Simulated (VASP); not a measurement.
These are LDA (Ceperley-Alder, Perdew-Zunger), VASP's LDA PAW potentials (set 64) (plane waves; VASP) values and carry that method's errors.

VASP ran on this input.

**KPOINTS**
```
kpoints
0
Gamma
  7 7 7
```

### INCAR
```
! general
SYSTEM =SnTe
PREC   =Accurate
ENCUT  =520
LREAL  =.FALSE.   ! projection in real space or not
LASPH  =.TRUE.

! electronic loop
EDIFF  =1E-7
NELM   =100   ! most electronic steps
ALGO   =Normal   ! blocked Davidson
LMAXMIX=4   ! l cut-off of mixed one-centre charges

! smearing
ISMEAR =0   ! Gaussian
SIGMA  =0.05   ! width (eV)

! ions
ISIF   =2   ! forces and stress, cell fixed

! output
LWAVE  =.FALSE.
LCHARG =.FALSE.
```

### POSCAR
```
SnTe
1
    0.0000000000     3.1783277431     3.1783277431
    3.1783277431     0.0000000000     3.1783277431
    3.1783277431     3.1783277431     0.0000000000
Sn Te
1 1
Direct
  0.0000000000   0.0000000000   0.0000000000
  0.5000000000   0.5000000000   0.5000000000
```

POTCAR, in this order: Sn_d Te (LDA.64 set). Program: vasp_std.

Problem. What will the output report for the number of irreducible k-points (NKPTS), largest plane-wave count, number of space-group operations, FFT grid (NGX, NGY, NGZ)?

Solution. 
```json
{
 "number of irreducible k-points (NKPTS)": "20",
 "largest_plane_wave_count": "1759",
 "number_of_space_group_operations": "48",
 "FFT grid (NGX, NGY, NGZ)": "36 × 36 × 36"
}
```

The compound is SnTe in the rock salt structure, which distorts at low temperature. This cell is one point of a volume scan, at 1.06 of the reference volume.
